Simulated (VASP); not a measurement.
Level of theory: PBE GGA, VASP's PBE PAW potentials (set 64) (plane waves; VASP).

The input files of a VASP run:

**INCAR**
```
# general
SYSTEM  = Cr
PREC    = Accurate
ENCUT   = 300
LREAL   = .False.
LASPH   = .True.

# electronic loop
EDIFF   = 1E-6
NELM    = 100
ALGO    = Normal   # blocked Davidson
LMAXMIX = 4   # l cut-off of mixed one-centre charges

# smearing
ISMEAR  = 0   # Gaussian
SIGMA   = 0.2

# functional
GGA     = PE

# spin
ISPIN   = 2   # spin-polarised
MAGMOM  = 3.0

# ions
ISIF    = 2

# output
LWAVE   = .False.
LCHARG  = .False.
LORBIT  = 11
```

POSCAR:
```
Cr
1.0
 -1.4253120000   1.4253120000   1.4253120000
  1.4253120000  -1.4253120000   1.4253120000
  1.4253120000   1.4253120000  -1.4253120000
Cr
1
Cartesian
  0.0000000000   0.0000000000   0.0000000000
```

KPOINTS:
```
kpoints
0
Gamma
16 16 16
0 0 0
```

POTCAR, in this order: Cr_pv (PBE.64 set). Program: vasp_std.

Problem. What will the output report for the number of irreducible k-points (NKPTS), largest plane-wave count, number of space-group operations, FFT grid (NGX, NGY, NGZ)?

Solution. 
```yaml
number of irreducible k-points (NKPTS): 145
largest_plane_wave_count: 144
number_of_space_group_operations: 48
FFT grid (NGX, NGY, NGZ): 14 × 14 × 14
```

The structure was generated: Cr was put into an ordered model structure, which need not be its known phase. The cell was not relaxed at this level, and its volume differs by -5.9 % from the start's.
